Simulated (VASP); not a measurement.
Write the native input for VASP 6.6.1 that does the following.

- Task: single point
- Functional: PBE
- Potentials or basis: VASP PAW PBE potentials, release 64 (Y_sv, Ge_d)
- Cutoff: 520 eV
- k mesh: 5 × 5 × 5
- Occupations: fermi-dirac, width 0.05 eV
- Spin: no spin polarisation
- Further INCAR settings: ALGO = Normal; EDIFF = 1e-07; NBANDS = 57

The structure of Y3Ge lies in POSCAR:

```
Y3Ge
1.0
    6.7254400469      0.0000000000      0.0000000000
   -3.3627200235      5.8244019323      0.0000000000
    0.0000000000      0.0000000000      5.3196850000
Y Ge
6 2
Direct
    0.1799750000      0.3519260000      0.2638660000
    0.1775210000      0.8286420000      0.2609730000
    0.6579510000      0.8275860000      0.2459590000
    0.8335820000      0.6573940000      0.7502770000
    0.8265740000      0.1713530000      0.7498160000
    0.3433590000      0.1783480000      0.7448090000
    0.3380190000      0.6647590000      0.7550850000
    0.6653980000      0.3339150000      0.2530320000
```

The cell comes from a database or a generator and needn't be the stable form of this composition.

The cell isn't the ideal one: atoms moved at random, drawn with an rms of 0.05 Å.

These files were run (other wordings do the same):

INCAR

```
  ALGO = Normal
  EDIFF = 1E-7
  ENCUT = 520
  GGA = PE
  ISIF = 2
  ISMEAR = -1
  LASPH = T
  LCHARG = F
  LREAL = F
  LWAVE = F
  NBANDS = 57
  NELM = 60
  PREC = Accurate
  SIGMA = 0.05
```

KPOINTS

```
k-points
0
Gamma
  5 5 5
```

Potentials or basis: VASP PAW PBE potentials, release 64 (Y_sv, Ge_d).

Launch:

```sh
$ cat potpaw_PBE.64/Y_sv/POTCAR potpaw_PBE.64/Ge_d/POTCAR > POTCAR
$ mpirun -np 1 vasp_std > vasp.out
```

Results of the run:

The pressure is -0.2 GPa and the largest force is 0.621 eV/Å. The band gap on the k mesh is none (metal or under the smearing width).

Wall time 22 min on 1 thread of Intel(R) Xeon(R) Platinum 8375C CPU @ 2.90GHz (Ice Lake), with other jobs on the host, peak memory 0.72 GiB.
